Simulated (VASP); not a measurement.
Output of a VASP run:

OSZICAR:
```
       N       E                     dE             d eps       ncg     rms          rms(c)
DAV:   1     0.111726067284E+03    0.11173E+03   -0.80135E+03  1456   0.119E+03
DAV:   2     0.556657976198E+01   -0.10616E+03   -0.10136E+03  1566   0.262E+02
DAV:   3     0.953551266209E+00   -0.46130E+01   -0.45927E+01  1796   0.563E+01
DAV:   4     0.906175616735E+00   -0.47376E-01   -0.47368E-01  1980   0.526E+00
DAV:   5     0.905995064427E+00   -0.18055E-03   -0.18055E-03  1796   0.294E-01    0.661E+00
DAV:   6     0.110925430706E+01    0.20326E+00   -0.49356E-01  1636   0.971E+00    0.536E+00
DAV:   7     0.111491197235E+01    0.56577E-02   -0.98747E-02  1606   0.239E+00    0.201E+00
DAV:   8     0.111552423900E+01    0.61227E-03   -0.88444E-03  1516   0.125E+00    0.550E-01
DAV:   9     0.111553743146E+01    0.13192E-04   -0.79378E-04  1701   0.340E-01    0.896E-02
DAV:  10     0.111551606052E+01   -0.21371E-04   -0.89593E-05  1572   0.102E-01    0.432E-02
DAV:  11     0.111550713063E+01   -0.89299E-05   -0.19596E-05  1631   0.384E-02    0.184E-02
DAV:  12     0.111550785529E+01    0.72466E-06   -0.27108E-06  1574   0.130E-02    0.107E-02
DAV:  13     0.111550789912E+01    0.43833E-07   -0.16584E-07  1433   0.370E-03
   1 F= 0.11155079E+01 E0= 0.11155079E+01  d E =0.000000E+00
```

**OUTCAR**
```
------------------------ aborting loop because EDIFF is reached ----------------------------------------
  FORCE on cell =-STRESS in cart. coord.  units (eV):
  Direction    XX          YY          ZZ          XY          YZ          ZX
  --------------------------------------------------------------------------------------
  Total       -0.0098507     -0.0098507     -0.0098507      0.0000000      0.0000000      0.0000000
  in kB       -0.2159656     -0.2159656     -0.2159656      0.0000000      0.0000000      0.0000000
  external PRESSURE =      -0.2159656 kB  Pullay stress =       0.0000000 kB
  volume of cell :       73.08
      direct lattice vectors                 reciprocal lattice vectors
     0.000000000  3.318336883  3.318336883    -0.150677890  0.150677890  0.150677890
     3.318336883  0.000000000  3.318336883     0.150677890 -0.150677890  0.150677890
     3.318336883  3.318336883  0.000000000     0.150677890  0.150677890 -0.150677890
 POSITION                                       TOTAL-FORCE (eV/Angst)
 -----------------------------------------------------------------------------------
      0.00000      0.00000      0.00000         0.000000      0.000000      0.000000
      1.65917      1.65917      1.65917        -0.000000     -0.000000     -0.000000
 -----------------------------------------------------------------------------------
    total drift:                                0.000000      0.000000      0.000000
  FREE ENERGIE OF THE ION-ELECTRON SYSTEM (eV)
  ---------------------------------------------------
  free  energy   TOTEN  =         1.1155078991 eV

  energy  without entropy=        1.1155078991  energy(sigma->0) =        1.11550790

 total charge

# of ion       s       p       d       tot
------------------------------------------
    1        0.748   0.358   9.361  10.467
    2        1.382   1.942   0.025   3.349
--------------------------------------------------
tot          2.130   2.300   9.386  13.816
```
(Selected blocks of OUTCAR.)

### POSCAR
```
HgTe
1
    0.0000000000     3.3183368832     3.3183368832
    3.3183368832     0.0000000000     3.3183368832
    3.3183368832     3.3183368832     0.0000000000
Hg Te
1 1
Direct
  0.0000000000   0.0000000000   0.0000000000
  0.2500000000   0.2500000000   0.2500000000
```

Q: Write an INCAR and KPOINTS that could have produced this output.

A: This is not unique; one that fits is the input of the run itself, optB88-vdW, plane waves, VASP's PBE PAW potentials (set 64).

KPOINTS:
```
Automatic mesh
0
Gamma
11 11 11
0 0 0
```

### INCAR
```
! general
SYSTEM    =  HgTe
PREC      =  Accurate
ENCUT     =  520   ! plane-wave cut-off (eV)
LREAL     =  F   ! projection in real space or not
LASPH     =  T   ! aspherical one-centre terms

! electronic loop
EDIFF     =  1E-7   ! SCF stop (eV)
NELM      =  100   ! most electronic steps
ALGO      =  Normal   ! blocked Davidson
LMAXMIX   =  6   ! l cut-off of mixed one-centre charges

! smearing
ISMEAR    =  -5

! functional
GGA       =  BO
LUSE_VDW  =  T
AGGAC     =  0.0
PARAM1    =  0.1833333333
PARAM2    =  0.22

! ions
ISIF      =  2   ! forces and stress, cell fixed

! output
LWAVE     =  F
LCHARG    =  T
LORBIT    =  11   ! lm-projected
NEDOS     =  601
```

POTCAR, in this order: Hg Te (PBE.64 set). Program: vasp_std.

For a metal the tetrahedron method with Blöchl corrections gives inexact stress and forces.

The compound is HgTe in the zinc blende structure. It was relaxed first, which changed the volume by +8 %.
